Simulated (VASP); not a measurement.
Level of theory: PBE GGA with D3 dispersion (zero damping), VASP's PBE PAW potentials (set 64) (plane waves; VASP).

VASP input:

**POSCAR**
```
Hf
1.0
  1.5950000000  -2.7626210000   0.0000000000
  1.5950000000   2.7626210000   0.0000000000
  0.0000000000   0.0000000000   5.0500000000
Hf
2
Cart
  1.5950000000   0.9208755084   1.2625000000
  1.5950000000  -0.9208755084   3.7875000000
```

File KPOINTS:
```
Automatic mesh
0
Gamma
12 12 7
0 0 0
```

### INCAR
```
# general
SYSTEM   =  Hf
PREC     =  Accurate
ENCUT    =  520   # plane-wave cut-off (eV)
LREAL    =  .False.   # projection in real space or not
LASPH    =  .True.

# electronic loop
EDIFF    =  1E-6   # SCF stop (eV)
NELM     =  100
ALGO     =  Normal
LMAXMIX  =  6   # l cut-off of mixed one-centre charges

# smearing
ISMEAR   =  1   # Methfessel-Paxton
SIGMA    =  0.1

# functional
GGA      =  PE
IVDW     =  11

# ions
IBRION   =  2   # conjugate gradients
NSW      =  60
ISIF     =  3
EDIFFG   =  -0.01   # ionic stop

# output
LWAVE    =  .False.
LCHARG   =  .False.
```

POTCAR, in this order: Hf_pv (PBE.64 set). Program: vasp_std.

The resulting files:

### OSZICAR
```
       N       E                     dE             d eps       ncg     rms          rms(c)
DAV:   1     0.482327462097E+02    0.48233E+02   -0.11765E+04  2144   0.136E+03
DAV:   2    -0.184451362869E+02   -0.66678E+02   -0.65501E+02  2686   0.273E+02
DAV:   3    -0.205398748538E+02   -0.20947E+01   -0.20445E+01  2884   0.313E+01
DAV:   4    -0.205589794588E+02   -0.19105E-01   -0.19101E-01  2422   0.374E+00
DAV:   5    -0.205593067401E+02   -0.32728E-03   -0.32726E-03  2960   0.383E-01    0.657E+01
DAV:   6    -0.200398140827E+02    0.51949E+00   -0.49919E-01  2254   0.547E+00    0.389E+01
DAV:   7    -0.198579078293E+02    0.18191E+00   -0.83722E-01  2286   0.679E+00    0.199E+00
DAV:   8    -0.198483100523E+02    0.95978E-02   -0.55017E-02  2326   0.180E+00    0.218E-01
DAV:   9    -0.198484137405E+02   -0.10369E-03   -0.11578E-03  2998   0.272E-01    0.208E-01
DAV:  10    -0.198484032739E+02    0.10467E-04   -0.72476E-05  2364   0.687E-02    0.341E-01
DAV:  11    -0.198484036247E+02   -0.35081E-06   -0.11465E-05  2740   0.278E-02    0.186E-02
DAV:  12    -0.198484040747E+02   -0.45006E-06   -0.76919E-07  1610   0.738E-03
   1 F= -.20642221E+02 E0= -.20642181E+02  d E =-.206422E+02
       N       E                     dE             d eps       ncg     rms          rms(c)
DAV:   1    -0.200117380902E+02   -0.16333E+00   -0.55299E+00  2128   0.207E+01    0.559E+00
DAV:   2    -0.198482223452E+02    0.16352E+00   -0.32185E-01  2152   0.485E+00    0.153E+00
DAV:   3    -0.197974274793E+02    0.50795E-01   -0.10245E-01  2206   0.252E+00    0.835E-01
DAV:   4    -0.197925529646E+02    0.48745E-02   -0.11221E-02  2466   0.855E-01    0.679E-01
DAV:   5    -0.197921110338E+02    0.44193E-03   -0.12665E-03  2596   0.224E-01    0.107E-01
DAV:   6    -0.197921232459E+02   -0.12212E-04   -0.44352E-05  2904   0.490E-02    0.380E-02
DAV:   7    -0.197921203663E+02    0.28796E-05   -0.13804E-06  2142   0.873E-03    0.705E-03
DAV:   8    -0.197921204635E+02   -0.97197E-07   -0.66104E-08  1364   0.182E-03
   2 F= -.20638234E+02 E0= -.20638020E+02  d E =0.398655E-02
       N       E                     dE             d eps       ncg     rms          rms(c)
DAV:   1    -0.198989415702E+02   -0.10682E+00   -0.16527E+00  2128   0.113E+01    0.320E+00
DAV:   2    -0.198502372380E+02    0.48704E-01   -0.10135E-01  2164   0.268E+00    0.841E-01
DAV:   3    -0.198354623794E+02    0.14775E-01   -0.27724E-02  2206   0.128E+00    0.405E-01
DAV:   4    -0.198336364502E+02    0.18259E-02   -0.43160E-03  2398   0.520E-01    0.318E-01
DAV:   5    -0.198335117511E+02    0.12470E-03   -0.36002E-04  2632   0.117E-01    0.551E-02
DAV:   6    -0.198335120581E+02   -0.30700E-06   -0.13752E-05  2674   0.274E-02    0.224E-02
DAV:   7    -0.198335118391E+02    0.21896E-06   -0.55947E-07  1472   0.597E-03
   3 F= -.20650462E+02 E0= -.20650342E+02  d E =-.824170E-02
```

### OUTCAR
```
------------------------ aborting loop because EDIFF is reached ----------------------------------------
 Edisp (eV)   -0.81695
  FORCE on cell =-STRESS in cart. coord.  units (eV):
  Direction    XX          YY          ZZ          XY          YZ          ZX
  --------------------------------------------------------------------------------------
  Total      -0.00701    -0.00701     0.00470    -0.00000     0.00000     0.00000
  in kB      -0.25812    -0.25812     0.17325    -0.00000     0.00000     0.00000
  external pressure =       -0.11 kB  Pullay stress =        0.00 kB
  volume of cell :       43.49
      direct lattice vectors                 reciprocal lattice vectors
     1.583002680 -2.741841034  0.000000000     0.315855435 -0.182359223 -0.000000000
     1.583002680  2.741841034  0.000000000     0.315855435  0.182359223 -0.000000000
     0.000000000  0.000000000  5.009414141    -0.000000000  0.000000000  0.199624142
 POSITION                                       TOTAL-FORCE (eV/Angst)
 -----------------------------------------------------------------------------------
      1.58300      0.91395      1.25235        -0.000000     -0.000000      0.000000
      1.58300     -0.91395      3.75706         0.000000      0.000000      0.000000
 -----------------------------------------------------------------------------------
    total drift:                               -0.000005      0.000179     -0.000016
  FREE ENERGIE OF THE ION-ELECTRON SYSTEM (eV)
  ---------------------------------------------------
  free  energy   TOTEN  =       -20.6504622859 eV

  energy  without entropy=      -20.6501026425  energy(sigma->0) =      -20.65034240

 reached required accuracy - stopping structural energy minimisation
```
(Selected blocks of OUTCAR.)

### CONTCAR
```
Hf
   1.00000000000000
     1.5830026804054989   -2.7418410337668044    0.0000000000000000
     1.5830026804054989    2.7418410337668044    0.0000000000000000
     0.0000000000000000    0.0000000000000000    5.0094141412985698
  Hf
     2
Direct
     0.3333330000000032    0.6666669999999968    0.2500000000000000
     0.6666669999999968    0.3333330000000032    0.7500000000000000
```

Energy and stress use the plane-wave basis of the starting cell.

The compound is Hf in the hcp structure. This run relaxes it. Symmetry was kept, so distortions that lower it aren't found.
